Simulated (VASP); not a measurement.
Runs of VASP 6.6.1 on Al2SiF2. It takes space group I4/mmm (No. 139, tetragonal). The conventional cell has a = 3.306 Å, b = 3.306 Å, c = 11.617 Å, α = 90.00°, β = 90.00°, γ = 90.00°. Al (site symmetry 4mm) is surrounded by 4 F at 2.18 Å. Si (site symmetry 4/mmm) has 8 Al at 2.77 Å as nearest neighbours. F (site symmetry -4m2) has 4 Al at 2.18 Å and 4 F at 2.34 Å as nearest neighbours. The cell was built by a generator and needn't be a form met in nature.

| cell | k mesh | gap on the mesh (eV) | pressure (GPa) | largest force (eV/Å) |
| --- | --- | --- | --- | --- |
| I4/mmm, 12.7 Å³/atom | 12 × 12 × 12 | none | (a) | 0.09 |
| P-3m1, 14.17 Å³/atom | 12 × 12 × 4 | none | -4.0 | 0.20 |
| I-4m2, 17.94 Å³/atom | 12 × 12 × 12 | none | (b) | 0.21 |
| R-3m, 14.2 Å³/atom | 12 × 12 × 12 | none | (c) | 0.22 |

Alike in all rows: task single point; level r2SCAN; potentials or basis VASP PAW PBE potentials, release 64 (Al, Si, F); no spin polarisation; cutoff (eV) 520; smearing gaussian 0.1 eV.

Task: Fill in the values left out.

Result: (a) -4.4; (b) -2.6; (c) -3.5.

Caveats: the PAW data sets were made with another functional, which shifts forces and pressure a little.

A gap of «none» marks a metal or a gap under the smearing width.

Runs at the PBE level aren't shown here.
